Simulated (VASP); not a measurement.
The cell holds one Rb (bcc) (211) slab, with vacuum along c, ions free to move until forces fall under 0.03 eV/Å, no reconstruction beyond this cell, dipole correction on.

```
Rb
1.0
    4.82924     0.00000     0.00000
    0.00000     7.88612     0.00000
    0.00000     0.00000    23.91052
Rb
4
Direct
  0.45569   0.75000   0.37111
  0.88944   0.25000   0.44193
  0.11056   0.75000   0.55807
  0.54431   0.25000   0.62889
```

Method: PBEsol GGA, VASP's PBE PAW potentials (set 64) (plane waves; VASP 6.6.1). Run with 400 eV cut-off, 6×4×1 Γ-centred mesh, first-order Methfessel-Paxton smearing of 0.10 eV, potentials Rb_sv.

Slab and bulk use different k-meshes, so the surface energy is good to a few per cent at best.

Task: Predict its surface energy, work function, band gap (on the k-mesh).

Result: 
```
Property                                                     Value
------------------------  ----------------------------------------
surface energy                                           0.11 J/m²
work function                                              2.21 eV
band gap (on the k-mesh)  none (metal, semimetal or under 0.01 eV)
```

The cell is a thin slab with vacuum, built from Rb (bcc): (211) face.
